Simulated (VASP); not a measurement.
Input:

```
CELL_PARAMETERS angstrom
      0.00000     2.70791     2.70791
      2.70791     0.00000     2.70791
      2.70791     2.70791     0.00000
ATOMIC_POSITIONS crystal
  Cu 0.00000 0.00000 0.00000
  Cl 0.25000 0.25000 0.25000
```

Level of theory: optB86b-vdW, VASP's PBE PAW potentials (set 64) (plane waves; VASP). Settings: 520 eV cut-off, 9×9×9 Γ-centred mesh, Gaussian smearing of 0.050 eV, potentials Cu Cl.

Estimate the energy per atom (σ→0), pressure, band gap (on the k-mesh) with the smallest direct gap where there is one.

The band gap (on the k-mesh) is 0.52 eV and the smallest direct gap (on the k-mesh) is 0.52 eV. The energy per atom (σ→0) comes out as -0.930 eV/atom and the pressure is -1.50 GPa.

Only differences to runs with the same potentials and settings are physical.

The compound is CuCl in the zinc blende structure. This cell is one point of a volume scan, at 1.03 of the reference volume.
